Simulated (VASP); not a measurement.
Computed with r2SCAN meta-GGA, VASP's PBE PAW potentials (set 64) (plane waves; VASP).

The input files of a VASP run:

KPOINTS:
```
Automatic mesh
0
Gamma
8 8 8
0 0 0
```

INCAR:
```
SYSTEM=Ni3Fe
PREC=Accurate; ENCUT=480; LREAL=F
LASPH=T
EDIFF=1E-7; NELM=100; ALGO=Normal
LMAXMIX=4; LMIXTAU=T
ISMEAR=1; SIGMA=0.1
METAGGA=R2SCAN
MAGMOM=3.2 0.7 0.7 0.7
ISPIN=2
ISIF=2
LWAVE=F; LCHARG=F; LORBIT=10
```

### POSCAR
```
Ni3Fe
3.5100710
  1.0000000258   0.0000000000   0.0000000000
  0.0000000000   1.0000000258   0.0000000000
  0.0000000000   0.0000000000   1.0000000258
Fe Ni
1 3
Cartesian
  0.0000000000   0.0000000000   0.0000000000
  0.0000000000   0.5000000129   0.5000000129
  0.5000000129   0.0427341783   0.5000000129
  0.5000000129   0.5000000129   0.0000000000
```

POTCAR, in this order: Fe Ni (PBE.64 set). Program: vasp_std.

The run wrote:

File OSZICAR:
```
       N       E                     dE             d eps       ncg     rms          rms(c)
DAV:   1     0.215345241180E+03    0.21535E+03   -0.17013E+04  8120   0.202E+03
DAV:   2    -0.444537540799E+02   -0.25980E+03   -0.24970E+03  7832   0.364E+02
DAV:   3    -0.592151500407E+02   -0.14761E+02   -0.14094E+02  8098   0.121E+02
DAV:   4    -0.594085332285E+02   -0.19338E+00   -0.19292E+00  8306   0.145E+01
DAV:   5    -0.594148775690E+02   -0.63443E-02   -0.63440E-02 11182   0.209E+00    0.224E+01
DAV:   6    -0.534094813022E+02    0.60054E+01   -0.54093E+01  8346   0.133E+02    0.326E+01
DAV:   7    -0.539319740257E+02   -0.52249E+00   -0.23401E+01  9106   0.130E+02    0.250E+01
DAV:   8    -0.502820682321E+02    0.36499E+01   -0.12002E+01  9814   0.613E+01    0.638E+00
DAV:   9    -0.506011038166E+02   -0.31904E+00   -0.10849E+00  9348   0.158E+01    0.363E+00
DAV:  10    -0.506540223157E+02   -0.52918E-01   -0.42939E-01  8852   0.222E+01    0.389E+00
DAV:  11    -0.505804322151E+02    0.73590E-01   -0.17245E-01  9394   0.144E+01    0.152E+00
DAV:  12    -0.505787250332E+02    0.17072E-02   -0.58019E-02 10858   0.375E+00    0.100E+00
DAV:  13    -0.505795042769E+02   -0.77924E-03   -0.79234E-03  8692   0.169E+00    0.319E-01
DAV:  14    -0.505800271224E+02   -0.52285E-03   -0.87050E-04  9248   0.411E-01    0.118E-01
DAV:  15    -0.505800202770E+02    0.68455E-05   -0.30586E-04  9722   0.335E-01    0.915E-02
DAV:  16    -0.505800201657E+02    0.11128E-06   -0.68315E-05  9032   0.172E-01    0.368E-02
DAV:  17    -0.505800249463E+02   -0.47806E-05   -0.12351E-05 10804   0.534E-02    0.114E-02
DAV:  18    -0.505800250652E+02   -0.11887E-06   -0.31001E-06  8944   0.401E-02    0.544E-03
DAV:  19    -0.505800256831E+02   -0.61791E-06   -0.79380E-07  8266   0.144E-02    0.347E-03
DAV:  20    -0.505800254453E+02    0.23775E-06   -0.14328E-07  4550   0.759E-03    0.249E-03
DAV:  21    -0.505800255921E+02   -0.14679E-06   -0.58419E-08  4198   0.656E-03    0.474E-04
DAV:  22    -0.505800257257E+02   -0.13356E-06   -0.24261E-08  4170   0.183E-03    0.617E-04
DAV:  23    -0.505800257594E+02   -0.33752E-07   -0.48530E-09  4142   0.135E-03
   1 F= -.50580026E+02 E0= -.50579549E+02  d E =-.143040E-02  mag=     5.2117
```

File OUTCAR:
```
------------------------ aborting loop because EDIFF is reached ----------------------------------------
  FORCE on cell =-STRESS in cart. coord.  units (eV):
  Direction    XX          YY          ZZ          XY          YZ          ZX
  --------------------------------------------------------------------------------------
  Total        0.4929381      0.5342959      0.4929381     -0.0000000      0.0000000     -0.0000000
  in kB       18.2622893     19.7945081     18.2622893     -0.0000000      0.0000000     -0.0000000
  external PRESSURE =      18.7730289 kB  Pullay stress =       0.0000000 kB
  volume of cell :       43.25
      direct lattice vectors                 reciprocal lattice vectors
     3.510071090  0.000000000  0.000000000     0.284894515  0.000000000  0.000000000
     0.000000000  3.510071090  0.000000000     0.000000000  0.284894515  0.000000000
     0.000000000  0.000000000  3.510071090     0.000000000  0.000000000  0.284894515
 POSITION                                       TOTAL-FORCE (eV/Angst)
 -----------------------------------------------------------------------------------
      0.00000      0.00000      0.00000        -0.000000      0.067695      0.000000
      0.00000      1.75504      1.75504        -0.000000      0.744365      0.000000
      1.75504      0.15000      1.75504         0.000000     -1.556426     -0.000000
      1.75504      1.75504      0.00000        -0.000000      0.744365      0.000000
 -----------------------------------------------------------------------------------
    total drift:                                0.000000      0.002436      0.000005
  FREE ENERGIE OF THE ION-ELECTRON SYSTEM (eV)
  ---------------------------------------------------
  free  energy   TOTEN  =       -50.5800257594 eV

  energy  without entropy=      -50.5785953554  energy(sigma->0) =      -50.57954896

 total charge

# of ion       s       p       d       tot
------------------------------------------
    1        0.493   0.559   6.057   7.109
    2        0.538   0.570   8.339   9.447
    3        0.540   0.574   8.341   9.455
    4        0.538   0.570   8.339   9.447
--------------------------------------------------
tot          2.108   2.273  31.078  35.459

 magnetization (x)

# of ion       s       p       d       tot
------------------------------------------
    1        0.024  -0.010   3.142   3.156
    2       -0.021  -0.069   0.804   0.715
    3       -0.021  -0.070   0.804   0.713
    4       -0.021  -0.069   0.804   0.715
--------------------------------------------------
tot         -0.038  -0.218   5.555   5.299
```
(Selected blocks of OUTCAR.)

**OUTCAR**
```
 val. band max:        8.9804896344   @ k =   0.1250   0.0000   0.0000

 cond. band min:       8.9906539452   @ k =   0.2500   0.3750   0.2500


 Fermi energy:         8.9902211958

 spin component 1

 k-point     1 :       0.0000    0.0000    0.0000
  band No.  band energies     occupation
      1      -0.7394      1.00000
      2       2.7959      1.00000
      3       2.7975      1.00000
      4       3.5731      1.00000
      5       3.5731      1.00000
      6       3.5777      1.00000
      7       3.7210      1.00000
      8       5.5286      1.00000
      9       5.5286      1.00000
     10       5.5876      1.00000
     11       6.5441      1.00000
     12       6.5936      1.00000
     13       7.5691      1.00000
     14       7.6157      1.00000
     15       7.6198      1.00000
     16       7.6372      1.00000
     17       7.6372      1.00000
     18       7.7144      1.00000
     19       7.7966      1.00000
     20       7.7966      1.00000
     21       7.8160      1.00000
     22      11.2356      0.00000
     23      11.2356      0.00000
     24      11.3550      0.00000
     25      17.9897      0.00000
     26      18.0834      0.00000

 k-point     2 :       0.1250    0.0000    0.0000
  band No.  band energies     occupation
      1      -0.5259      1.00000
      2       2.8722      1.00000
      3       2.8853      1.00000
      4       3.6081      1.00000
      5       3.6375      1.00000
      6       3.6721      1.00000
      7       3.8095      1.00000
      8       5.4543      1.00000
      9       5.5774      1.00000
     10       5.6395      1.00000
     11       6.4689      1.00000
     12       6.6050      1.00000
     13       7.2246      1.00000
     14       7.2949      1.00000
     15       7.5123      1.00000
     16       7.5814      1.00000
     17       7.6302      1.00000
     18       7.6420      1.00000
     19       7.6486      1.00000
     20       7.7145      1.00000
...
```

The compound is Ni3Fe in the L1_2 structure. This cell was strained or had an atom moved on purpose.
